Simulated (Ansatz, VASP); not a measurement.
**Two plane-wave programs on GaF**

```
CELL_PARAMETERS angstrom
0.00000 2.86509 2.86509
2.86509 0.00000 2.86509
2.86509 2.86509 0.00000
ATOMIC_POSITIONS crystal
Ga 0.25000 0.25000 0.25000
F 0.00000 0.00000 0.00000
```

The cell was built by a generator and needn't be a form met in nature.

Alike in both runs: task single point; functional PBE; k mesh 8 × 8 × 8; occupations fermi-dirac, width 0.05 eV; no spin polarisation.

```csv
,VASP,Ansatz
version,VASP 6.6.1,Ansatz 0.2.0
potentials or method,"VASP PAW PBE potentials, release 64 (Ga_d, F)",Ansatz PAW
plane-wave cutoff (eV),520,420
valence electrons in the cell,20,20
```

Ansatz gave:

| Property | Result |
| --- | --- |
| gap on the k mesh at the Fermi level (eV) | 2.35 |
| least direct gap on the mesh (eV) | 2.36 |
| pressure (GPa) | -0.5 |

What did VASP give for the same quantities?

gap on the k mesh at the Fermi level (eV): 2.35; least direct gap on the mesh (eV): 2.36; pressure (GPa): -0.6.

With one functional, cell and mesh, what is left measures potentials, basis and numerics.

A k mesh can miss the band edges. PBE gaps usually lie below the measured ones, often by a third to a half.
